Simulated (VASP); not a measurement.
# AlN: time-dependent DFT spectra, part 2 of 2

Aim: the absorption of AlN from time-dependent DFT with and without exact exchange. The cell is of the wurtzite type, one of the forms listed for this formula. The start is a cell from a database of measured crystal structures.

VASP 6.6.1, plane waves and PAW; the level of theory is named at each step.

So far. Step 10 (Random-phase approximation on HSE06): The lowest excitation lies at 5.594 eV, +7 meV against the direct gap of these orbitals. No second mesh in this session tests these energies, peaks and heights. Step 11 (Dielectric constant): The mean electronic (clamped-ion) dielectric constant is 4.51.

The database entry behind the starting cell differs from later determinations by our own check (inner coordinate u about 0.002 short), so it need not match the best structure at ambient conditions.

## (14) Casida equation on PBE-EpsX (continued)

Some of the lowest 40 states alone, with states under 2.5 meV apart joined, scaled to the strongest line shown. Exciton lines, with heights relative to the strongest:

| position (eV) | lines merged | oscillator strength |
| --- | --- | --- |
| 5.561 | 1 | 10 |
| 5.755 | 2 | 21 |
| 6.477 | 2 | 0.0 |
| 6.847 | 2 | 40 |
| 6.878 | 2 | 0.0 |
| 6.968 | 1 | 45 |
| 7.064 | 2 | 0.0 |
| 7.141 | 2 | 0.0 |
| 7.160 | 3 | 32 |
| 7.165 | 1 | 0.0 |
| 7.189 | 2 | 0.0 |
| 7.221 | 1 | 0.0 |
| 7.359 | 1 | 0.0 |
| 7.370 | 4 | 19 |
| 7.390 | 2 | 0.0 |
| 7.413 | 3 | 20 |
| 7.643 | 1 | 100 |
| 7.656 | 2 | 0.0 |
| 7.682 | 2 | 0.0 |
| 7.690 | 1 | 0.7 |

The lowest excitation lies at 5.561 eV, -508 meV against the direct gap of these orbitals. No second mesh in this session tests these energies, peaks and heights, and most of the distance from the gap can be the mesh's own exchange term.

## (15) Random-phase approximation on PBE-EpsX

This step: RPA spectrum on PBE-EpsX; plane waves and PAW (Al, N) (VASP 6.6.1).

The input, INCAR:

```
SYSTEM = AlN
PREC = Accurate
ENCUT = 420
ISMEAR = 0
SIGMA = 0.01
LREAL = .FALSE.
LHFCALC = .TRUE.
AEXX = 0.222
GGA = PE
LASPH = .TRUE.
NBANDS = 24
PRECFOCK = Fast
ALGO = TDHF
NBANDSO = 5
NBANDSV = 5
OMEGAMAX = 25
NEDOS = 1000
CSHIFT = 0.1
LWAVE = .FALSE.
LCHARG = .FALSE.
ANTIRES = 0
LFXC = .FALSE.
LADDER = .FALSE.
```

The input, POSCAR:

```
AlN
1.0
    3.1130000000      0.0000000000      0.0000000000
   -1.5565000000      2.6959370820      0.0000000000
    0.0000000000      0.0000000000      4.9810000000
Al N
2 2
Direct
    0.6666666667      0.3333333333      0.5000000000
    0.3333333333      0.6666666667      0.0000000000
    0.6666666667      0.3333333333      0.8800000000
    0.3333333333      0.6666666667      0.3800000000
```

The input, KPOINTS:

```
Automatic mesh
0
Gamma
6 6 4
0 0 0
```

The projector-augmented-wave data sets are Al and N (PBE family, release 64).

Run with:

```bash
mpirun -np 8 vasp_std
```

The job ended after 14 s (8 MPI ranks of AMD EPYC 7R43, shared host; peak memory 1.7 GiB).

Numbers from this step:

- lowest excitation: 6.075 eV

The imaginary dielectric function has structure finer than the step of the table below, so its rows give means over 1 eV, whole bins alone (the curve runs from 0 to 25 eV). Peaks (eV: height): xx 9.3: 6.93, 9.8: 8.08, 11.1: 7.23, 11.5: 4.42, 12.5: 5.72, 13.1: 6.42, 14.3: 5.51; zz 8.5: 7.78, 9.3: 11.5, 10.1: 4.62, 10.7: 5.17, 11.8: 7.99, 12.5: 9.74, 14.5: 8.81.

From 5 filled and 5 empty bands alone, without any pair above OMEGAMAX = 25 eV, so strength is missing wherever others contribute; lines are broadened by CSHIFT, which also makes the tail under the first line. Table of imaginary dielectric function by photon energy; means over each step:

| photon energy (eV) | xx | zz |
| --- | --- | --- |
| 1 | 0.00366 | 0.00411 |
| 2 | 0.00784 | 0.00884 |
| 3 | 0.0133 | 0.0151 |
| 4 | 0.0217 | 0.0249 |
| 5 | 0.0390 | 0.0479 |
| 6 | 0.298 | 0.339 |
| 7 | 0.437 | 0.308 |
| 8 | 1.86 | 2.79 |
| 9 | 4.24 | 6.46 |
| 10 | 6.09 | 4.46 |
| 11 | 4.49 | 3.40 |
| 12 | 3.65 | 4.97 |
| 13 | 4.42 | 4.28 |
| 14 | 3.88 | 4.36 |
| 15 | 3.16 | 3.33 |
| 16 | 1.34 | 1.14 |
| 17 | 0.542 | 0.668 |
| 18 | 0.162 | 0.302 |
| 19 | 0.0748 | 0.0725 |
| 20 | 0.0238 | 0.0298 |
| 21 | 0.0160 | 0.0181 |
| 22 | 0.0120 | 0.0128 |
| 23 | 0.00941 | 0.01000 |
| 24 | 0.00759 | 0.00805 |

The lowest excitation lies at 6.075 eV, +7 meV against the direct gap of these orbitals. No second mesh in this session tests these energies, peaks and heights.

## (16) Summary

This step: time-dependent LDA, HSE06, PBE-EpsX; plane waves and PAW (VASP 6.6.1).

This step runs nothing: it gathers the runs above.

Cost is wall time times ranks on a shared host, for this step alone, without the steps before it. Excitations by level:

| level | first excitation (eV) | cost (core minutes) |
| --- | --- | --- |
| Casida equation on LDA | 4.241 | 1.97 |
| random phases on LDA | 4.243 | 1.97 |
| Casida equation on HSE06 | 5.538 | 2.67 |
| random phases on HSE06 | 5.594 | 2.11 |
| Casida equation on PBE-EpsX | 5.561 | 2.59 |
| random phases on PBE-EpsX | 6.075 | 1.89 |

## (17) What came out

```json
{
  "Casida equation on LDA": "lowest vertical excitation 4.241 eV; direct gap 4.236 eV",
  "RPA on LDA": "lowest vertical excitation 4.243 eV; direct gap 4.236 eV",
  "Casida equation on HSE06": "lowest vertical excitation 5.538 eV; direct gap 5.588 eV",
  "RPA on HSE06": "lowest vertical excitation 5.594 eV; direct gap 5.588 eV",
  "Casida equation on PBE-EpsX": "lowest vertical excitation 5.561 eV; direct gap 6.069 eV",
  "RPA on PBE-EpsX": "lowest vertical excitation 6.075 eV; direct gap 6.069 eV"
}
```

In words: Time-dependent HSE06 puts the lowest vertical singlet excitation at 5.538 eV, 0.05 eV below the direct gap of 5.588 eV; the states within 10 meV of it carry 12 % of the strength of the strongest such group among the lowest 40 states. Time-dependent PBE-EpsX puts the lowest vertical singlet excitation at 5.561 eV, 0.51 eV below the direct gap of 6.069 eV; the states within 10 meV of it carry 10 % of the strength of the strongest such group among the lowest 40 states. The exchange-correlation kernel and the attraction move the centre of weight of eps2 xx over the computed range by -1.19 eV against the run in the random-phase approximation on HSE06 (HSE06). The exchange-correlation kernel and the attraction move the centre of weight of eps2 xx over the computed range by -1.71 eV against the run in the random-phase approximation on PBE-EpsX (PBE-EpsX). The LDA kernel binds nothing: its lowest excitation, 4.241 eV, sits at the direct gap of 4.236 eV. For the hybrids, on a mesh this coarse most of the distance from the gap can come from the q = 0 term of the exact exchange, which falls with the number of k points, so it doesn't show which functional binds an exciton. These are vertical excitations; an indirect gap can lie lower. The spectra were run on one mesh, so the distance from the gap isn't shown to be converged; coarse meshes tend to overstate it. Direct gaps by functional: 4.236 eV at LDA, 5.588 eV at HSE06 and 6.069 eV at PBE-EpsX. Exact exchange widens them. Unscreened exchange converges slowly with the mesh, in the gaps as in the binding, and the two errors partly cancel in the excitation energy. Only the bands set by NBANDSO and NBANDSV form pairs, and any pair above OMEGAMAX = 25 eV is dropped, so the spectrum is that of this window; the window can cut degenerate bands, and the ratio of directions in the curves is that of the window, not of the crystal. The given cell is kept, although it stands at -5.5 GPa at LDA and ENCUT = 420 eV, which holds the mismatch of the given cell with this functional and any basis-set error. Not tabulated here, as repeats of values shown or as unfit to read for their mesh, reference level or band range: eps2 curves (empty bands); eps1 curves and static values (Casida equation, empty bands, random phases); line lists of runs without attraction (Casida equation, random phases); gaps (empty bands).

[Lines on the potential files, build, host, timing and source positions are cut from VASP's logs without a mark.]

[Logs are printed without paths, hosts, clocks, repeated set-up lines and the standing remarks that a program may print on its own settings, such as how far it seeks lower states.]

[Hosts, paths, dates, database ids (printed as entryN), source tags and the programs' standing remarks are cut or masked in the printed files.]

[Pressures printed for these runs are not shown converged in the cutoff: they can be off by several GPa and have the wrong sign.]
